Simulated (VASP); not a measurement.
Computed with PBEsol GGA, VASP's PBE PAW potentials (set 64) (plane waves; VASP 6.6.1).

Input for VASP

### POSCAR
```
Pb
1
    0.0000000000     2.4642490730     2.4642490730
    2.4642490730     0.0000000000     2.4642490730
    2.4642490730     2.4642490730     0.0000000000
Pb
1
Direct
  0.0000000000   0.0000000000   0.0000000000
```

### INCAR
```
SYSTEM = Pb
PREC = Accurate; ENCUT = 500; LREAL = .FALSE.
LASPH = .TRUE.
EDIFF = 1E-6; NELM = 100; ALGO = Normal
LMAXMIX = 4
ISMEAR = 1; SIGMA = 0.1
GGA = PS
IBRION = 2; NSW = 40; ISIF = 3
EDIFFG = -0.02
LWAVE = .FALSE.; LCHARG = .FALSE.
```

### KPOINTS
```
Regular mesh
0
G
  13 13 13
0 0 0
```

POTCAR, in this order: Pb_d (PBE.64 set). Program: vasp_std.

What VASP printed:

File OSZICAR:
```
       N       E                     dE             d eps       ncg     rms          rms(c)
DAV:   1     0.101675738689E+03    0.10168E+03   -0.72479E+03  1865   0.147E+03
DAV:   2     0.562972045587E+00   -0.10111E+03   -0.99002E+02  1887   0.323E+02
DAV:   3    -0.390716716355E+01   -0.44701E+01   -0.44403E+01  2177   0.802E+01
DAV:   4    -0.400959988947E+01   -0.10243E+00   -0.10238E+00  2167   0.131E+01
DAV:   5    -0.401434745425E+01   -0.47476E-02   -0.47473E-02  2332   0.265E+00    0.594E-01
DAV:   6    -0.400047829960E+01    0.13869E-01   -0.21451E-02  2227   0.284E+00    0.280E-01
DAV:   7    -0.399704555514E+01    0.34327E-02   -0.86895E-03  2205   0.168E+00    0.918E-02
DAV:   8    -0.399682537649E+01    0.22018E-03   -0.38891E-04  2668   0.404E-01    0.102E-02
DAV:   9    -0.399682256497E+01    0.28115E-05   -0.85092E-06  2190   0.605E-02    0.458E-03
DAV:  10    -0.399682226245E+01    0.30252E-06   -0.48641E-07  1203   0.777E-03
   1 F= -.39968223E+01 E0= -.39969062E+01  d E =-.399682E+01
```

File OUTCAR:
```
------------------------ aborting loop because EDIFF is reached ----------------------------------------
  FORCE on cell =-STRESS in cart. coord.  units (eV):
  Direction    XX          YY          ZZ          XY          YZ          ZX
  --------------------------------------------------------------------------------------
  Total        0.0096599      0.0096599      0.0096599     -0.0000000      0.0000000      0.0000000
  in kB        0.5171304      0.5171304      0.5171304     -0.0000000      0.0000000      0.0000000
  external PRESSURE =       0.5171304 kB  Pullay stress =       0.0000000 kB
  volume of cell :       29.93
      direct lattice vectors                 reciprocal lattice vectors
     0.000000000  2.464249073  2.464249073    -0.202901568  0.202901568  0.202901568
     2.464249073  0.000000000  2.464249073     0.202901568 -0.202901568  0.202901568
     2.464249073  2.464249073  0.000000000     0.202901568  0.202901568 -0.202901568
 POSITION                                       TOTAL-FORCE (eV/Angst)
 -----------------------------------------------------------------------------------
      0.00000      0.00000      0.00000         0.000000     -0.000000     -0.000000
 -----------------------------------------------------------------------------------
    total drift:                               -0.000000     -0.000000     -0.000000
  FREE ENERGIE OF THE ION-ELECTRON SYSTEM (eV)
  ---------------------------------------------------
  free  energy   TOTEN  =        -3.9968222625 eV

  energy  without entropy=       -3.9970740532  energy(sigma->0) =       -3.99690619

 reached required accuracy - stopping structural energy minimisation
```
(Selected blocks of OUTCAR.)

The compound is Pb in the fcc structure. It was relaxed first.
